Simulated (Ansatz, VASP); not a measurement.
# One calculation of Be3AsP, two programs

INCAR

```
PREC = Accurate ; ENCUT = 520
EDIFF = 1E-6 ; ISMEAR = 0
SIGMA = 0.05 ; LREAL = F
LASPH = T ; NELM = 80
ALGO = Normal ; ISIF = 2
LWAVE = F ; LCHARG = F
GGA = PS ; NBANDS = 16
```

File KPOINTS:

```
Automatic mesh
0
Gamma
  4 4 4
```

The input POSCAR:

```
Be3AsP
1.0
    4.1044313524      0.0000000000      0.0000000000
    0.0000000000      4.1044313524      0.0000000000
    0.0000000000      0.0000000000      4.1044313524
As P Be
1 1 3
Direct
    0.0000000000      0.0000000000      0.0000000000
    0.5000000000      0.5000000000      0.5000000000
    0.5000000000      0.5000000000      0.0000000000
    0.5000000000      0.0000000000      0.5000000000
    0.0000000000      0.5000000000      0.5000000000
```

Input for Ansatz:

```yaml
crystal:
  lattice:
    - [4.1044313524, 0.0, 0.0]
    - [0.0, 4.1044313524, 0.0]
    - [0.0, 0.0, 4.1044313524]
  atoms:
    - { symbol: As, position: [0.0, 0.0, 0.0] }
    - { symbol: P, position: [0.5, 0.5, 0.5] }
    - { symbol: Be, position: [0.5, 0.5, 0.0] }
    - { symbol: Be, position: [0.5, 0.0, 0.5] }
    - { symbol: Be, position: [0.0, 0.5, 0.5] }
basis:
  ecutwfc: 420
kpoints:
  mp_grid: { grid: [4, 4, 4] }
hamiltonian:
  xc: pbesol
scf:
  occupations: { method: gaussian, width: 0.05 }
output:
  forces: true
  stress: true
  eigenvalues: true
```

The cell comes from a database or a generator and needn't be the stable form of this composition.

Alike in both runs: task single point; functional PBEsol; k mesh 4 × 4 × 4; occupations gaussian, width 0.05 eV; no spin polarisation.

|  | VASP | Ansatz |
| --- | --- | --- |
| version | VASP 6.6.1 | Ansatz 0.2.0 |
| potentials or method | VASP PAW PBE potentials, release 64 (As, P, Be) | scalar-relativistic, plane waves, PAW |
| plane-wave cutoff (eV) | 520 | 420 |
| valence electrons in the cell | 16 | 26 |

Ansatz gave:

| Property | Result |
| --- | --- |
| gap on the k mesh at the Fermi level (eV) | none |
| pressure (GPa) | 0.1 |

Question: Estimate VASP's values.

Answer: gap on the k mesh at the Fermi level (eV): none; pressure (GPa): 0.3.

A gap of «none» marks a metal or a gap that the smearing closes. The two sets of potentials don't hold the same shells in valence.

Caveats: the k mesh is coarse (spacing up to 0.38 Å⁻¹), so the values aren't converged; the PAW data sets were made with another functional, which shifts forces and pressure a little (VASP).
